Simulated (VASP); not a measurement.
Data:

```xyz
5
Lattice="3.9567 0.0000 0.0000 0.0000 3.9567 0.0000 0.0000 0.0000 3.9567" Properties=species:S:1:pos:R:3 pbc="T T T"
K      0.0000     0.0000     0.0000
Mg     1.9783     1.9783     1.9783
F      1.9783     0.0000     1.9783
F      0.0000     1.9783     1.9783
F      1.9783     1.9783     0.0000
```

The numbers are results of r2SCAN+rVV10, VASP's PBE PAW potentials (set 64) (plane waves; VASP), not measurements. Settings: 520 eV cut-off, 5×5×5 Γ-centred mesh, Gaussian smearing of 0.050 eV, potentials K_sv Mg F.

### Question
Estimate the energy per atom (σ→0).

### Answer

The energy per atom (σ→0) comes out as -7.263 eV/atom.

Only differences to runs with the same potentials and settings are physical.

The compound is KMgF3 in the cubic perovskite structure. It was relaxed first. The start is the result of an earlier pass.
